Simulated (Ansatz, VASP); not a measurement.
# Two plane-wave programs on LiZn3

File INCAR:

```
SYSTEM = LiZn3
ALGO = Normal
EDIFF = 1E-7
ENCUT = 520
ISIF = 2
ISMEAR = -1
LASPH = .True.
LCHARG = .False.
LREAL = .False.
LWAVE = .False.
NBANDS = 28
NELM = 60
PREC = Accurate
SIGMA = 0.1
```

Contents of KPOINTS:

```
k-points
0
Gamma
  6 6 6
  0 0 0
```

The input POSCAR:

```
LiZn3
1.0
    0.0000000000      3.0111100000      3.0111100000
    3.0111100000      0.0000000000      3.0111100000
    3.0111100000      3.0111100000      0.0000000000
Li Zn
1 3
Direct
    0.0166051722     -0.0166051722     -0.0166051722
    0.2500000000      0.2500000000      0.2500000000
    0.7500000000      0.7500000000      0.7500000000
    0.5000000000      0.5000000000      0.5000000000
```

Input for Ansatz:

```yaml
crystal:
  lattice:
    - [0.0, 3.01111, 3.01111]
    - [3.01111, 0.0, 3.01111]
    - [3.01111, 3.01111, 0.0]
  atoms:
    - { symbol: Li, position: [0.016605172179030327, -0.016605172179030327, -0.016605172179030327] }
    - { symbol: Zn, position: [0.25, 0.25, 0.25] }
    - { symbol: Zn, position: [0.75, 0.75, 0.75] }
    - { symbol: Zn, position: [0.5, 0.5, 0.5] }
kpoints:
  mp_grid:
    grid: [6, 6, 6]
hamiltonian:
  xc: lda
scf:
  occupations:
    method: fermi_dirac
    width: 0.1
output:
  forces: true
```

The cell comes from a database or a generator and needn't be the stable form of this composition.

Alike in both runs: task single point; functional LDA; k mesh 6 × 6 × 6; occupations fermi-dirac, width 0.1 eV; no spin polarisation.

|  | VASP | Ansatz |
| --- | --- | --- |
| version | VASP 6.6.1 | Ansatz 0.2.0 |
| potentials or method | VASP PAW LDA potentials, release 64 (Li_sv, Zn) | plane waves, PAW |
| plane-wave cutoff (eV) | 520 | 420 |
| valence electrons in the cell | 39 | 39 |

Ansatz gave:

| Property | Result |
| --- | --- |
| rms of the force components (eV/Å) | 0.104 |

Q: Which values does VASP return?

A: rms of the force components (eV/Å): 0.105.

Atom by atom the forces differ by 0.001 eV/Å (rms over components).
